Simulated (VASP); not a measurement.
# LaMg6Nb (Amm2) in VASP: notebook, part 2 of 2

VASP 6.6.1. Earlier steps stand in the parts before.

## Step 3: Single point, PBE

Input file run.py:

```python
from ase.calculators.vasp import Vasp
from ase.dft.bandgap import bandgap
from ase.io import read

atoms = read('LaMg6Nb.cif')
calc = Vasp(
    directory='calc',
    xc='pbe',
    pp='PBE',
    setups='minimal',
    prec='Accurate',
    encut=500,
    ediff=1e-06,
    ismear=0,
    sigma=0.02,
    lreal=False,
    lasph=True,
    nelm=60,
    algo='Normal',
    isif=2,
    lwave=False,
    lcharg=False,
    kpts=[5, 5, 5],
    gamma=True,
)
atoms.calc = calc

print('energy (eV):', atoms.get_potential_energy())
print('free energy (eV):', atoms.get_potential_energy(force_consistent=True))
print('forces (eV/A):')
print(atoms.get_forces())
print('stress (eV/A^3, Voigt):', atoms.get_stress())
print('Fermi level (eV):', calc.get_fermi_level())
gap, top, bottom = bandgap(calc)
print('band gap (eV):', gap, 'from (spin, k, band)', top, 'to', bottom)
```

Input file LaMg6Nb.cif:

```cif
data_LaMg6Nb
_cell_length_a 5.06493500
_cell_length_b 6.62280089
_cell_length_c 6.62280089
_cell_angle_alpha 58.68270274
_cell_angle_beta 90.00000000
_cell_angle_gamma 90.00000000
_space_group_name_H-M_alt 'P1'
_space_group_name_Hall 'P 1'
_space_group_IT_number 1
loop_
_space_group_symop_operation_xyz
'x,y,z'
loop_
_atom_site_label
_atom_site_type_symbol
_atom_site_symmetry_multiplicity
_atom_site_Wyckoff_symbol
_atom_site_fract_x
_atom_site_fract_y
_atom_site_fract_z
_atom_site_occupancy
La1 La 1 a 0.0000000000 0.8073710000 0.8073710000 1
Nb1 Nb 1 a 0.5000000000 0.6872470000 0.6872470000 1
Mg1 Mg 1 a 0.5000000000 0.1692830000 0.1692830000 1
Mg2 Mg 1 a 0.5000000000 0.1879240000 0.6664220000 1
Mg3 Mg 1 a 0.5000000000 0.6664220000 0.1879240000 1
Mg4 Mg 1 a 0.0000000000 0.3332840000 0.3332840000 1
Mg5 Mg 1 a 0.0000000000 0.3381440000 0.8103240000 1
Mg6 Mg 1 a 0.0000000000 0.8103240000 0.3381440000 1
```

Potentials or basis: VASP PAW PBE potentials, release 64 (La, Nb_pv, Mg).

Run with:

```
> python run.py
```

What it wrote:

```text
energy (eV): -22.60843593
free energy (eV): -22.60931944
forces (eV/A):
[[ 0.         -0.11713263 -0.06584297]
 [ 0.          0.0706492   0.03971356]
 [ 0.          0.09043303  0.05083451]
 [ 0.          0.02305397  0.05081218]
 [ 0.          0.05539187 -0.00671595]
 [ 0.         -0.05354117 -0.03009673]
 [ 0.         -0.0524273   0.01266945]
 [ 0.         -0.01642698 -0.05137403]]
stress (eV/A^3, Voigt): [ 8.59078539e-04  9.84850802e-04  1.07402818e-03 -7.32856593e-05
 -0.00000000e+00 -0.00000000e+00]
Fermi level (eV): 3.6958422
band gap (eV): 0.0 from (spin, k, band) (None, None, None) to (None, None, None)
```

OUTCAR:

```text
ENCUT = 500.000000
   EDIFF = 1.00e-06
   GGA = PE
   PREC = Accurate
   ISIF = 2
   ISMEAR = 0
   NELM = 60
   LASPH = .TRUE.
   LREAL = .FALSE.

 ion  position               nearest neighbor table
   1  0.000  0.807  0.807-   2 2.89   2 2.89   8 3.10   7 3.10   6 3.26   6 3.26   5 3.35   4 3.35
                             4 3.35   5 3.35   7 3.53   8 3.53
   2  0.500  0.687  0.687-   1 2.89   1 2.89   8 3.23   7 3.23   7 3.23   8 3.23   4 3.25   5 3.25
                             3 3.25   3 3.25   5 3.38   4 3.38
   3  0.500  0.169  0.169-   6 3.16   6 3.16   8 3.25   7 3.25   7 3.25   8 3.25   2 3.25   2 3.25
                             4 3.27   5 3.27   5 3.36   4 3.36
   4  0.500  0.188  0.666-   7 3.05   7 3.05   5 3.11   6 3.16   6 3.16   2 3.25   3 3.27   1 3.35
                             1 3.35   3 3.36   2 3.38   5 3.38
   5  0.500  0.666  0.188-   8 3.05   8 3.05   4 3.11   6 3.16   6 3.16   2 3.25   3 3.27   1 3.35
                             1 3.35   3 3.36   2 3.38   4 3.38
   6  0.000  0.333  0.333-   3 3.16   3 3.16   5 3.16   4 3.16   4 3.16   5 3.16   7 3.18   8 3.18
                             1 3.26   1 3.26   8 3.45   7 3.45
   7  0.000  0.338  0.810-   4 3.05   4 3.05   8 3.06   1 3.10   6 3.18   2 3.23   2 3.23   3 3.25
                             3 3.25   8 3.43   6 3.45   1 3.53
[... 216 lines left out ...]
      6     -12.2762      2.00000
[... 589 lines left out ...]
     21       5.4706      0.00000
     22       5.6938      0.00000

 [... further k-points ...]

------------------------ aborting loop because EDIFF is reached ----------------------------------------

  FORCE on cell =-STRESS in cart. coord.  units (eV):
  Direction    XX          YY          ZZ          XY          YZ          ZX
  --------------------------------------------------------------------------------------
  -------------------------------------------------------------------------------------
  Total       -0.1630427     -0.1869127     -0.2038375      0.0000000      0.0139087      0.0000000
  in kB       -1.3763956     -1.5779049     -1.7207828      0.0000000      0.1174166      0.0000000
  external PRESSURE =      -1.5583611 kB  Pullay stress =       0.0000000 kB

 VOLUME and BASIS-vectors are now :
 -----------------------------------------------------------------------------
  energy-cutoff  :      500.00
  volume of cell :      189.79
      direct lattice vectors                 reciprocal lattice vectors
     5.064935000  0.000000000  0.000000000     0.197435900  0.000000000  0.000000000
     0.000000000  6.622800890  0.000000000     0.000000000  0.150993517 -0.091867944
     0.000000000  3.442379872  5.657871724     0.000000000  0.000000000  0.176744905

 POSITION                                       TOTAL-FORCE (eV/Angst)
 -----------------------------------------------------------------------------------
      0.00000      8.12634      4.56800         0.000000     -0.117133     -0.065843
      2.53247      6.91727      3.88836         0.000000      0.070649      0.039714
      2.53247      1.70386      0.95778         0.000000      0.090433      0.050835
      2.53247      3.53866      3.77053         0.000000      0.023054      0.050812
      2.53247      5.06049      1.06325         0.000000      0.055392     -0.006716
      0.00000      3.35456      1.88568         0.000000     -0.053541     -0.030097
      0.00000      5.02890      4.58471         0.000000     -0.052427      0.012669
      0.00000      6.53063      1.91318         0.000000     -0.016427     -0.051374
 -----------------------------------------------------------------------------------
    total drift:                               -0.000000      0.001297      0.000729

  FREE ENERGIE OF THE ION-ELECTRON SYSTEM (eV)
  ---------------------------------------------------
  free  energy   TOTEN  =       -22.6093194401 eV

  energy  without entropy=      -22.6075524293  energy(sigma->0) =      -22.60843593
```

INCAR:

```text
ENCUT = 500.000000
SIGMA = 0.020000
EDIFF = 1.00e-06
ALGO = Normal
GGA = PE
PREC = Accurate
ISIF = 2
ISMEAR = 0
NELM = 60
LASPH = .TRUE.
LCHARG = .FALSE.
LWAVE = .FALSE.
LREAL = .FALSE.
```

Wall time 74 s (1 thread of Intel Xeon 6975P-C (Granite Rapids), shared host); peak memory 0.39 GiB.

What came out:

| Quantity | Value |
| --- | --- |
| Free energy | -22.6093 eV |
| Pressure | -0.2 GPa |
| Largest force | 0.134 eV/Å |
| Band gap on the k mesh | none (metal or under the smearing width) |

Forces in eV/Å, atoms in the order of the input:
```
La   0.000 -0.117 -0.066
Nb   0.000  0.071  0.040
Mg   0.000  0.090  0.051
Mg   0.000  0.023  0.051
Mg   0.000  0.055 -0.007
Mg   0.000 -0.054 -0.030
Mg   0.000 -0.052  0.013
Mg   0.000 -0.016 -0.051
```
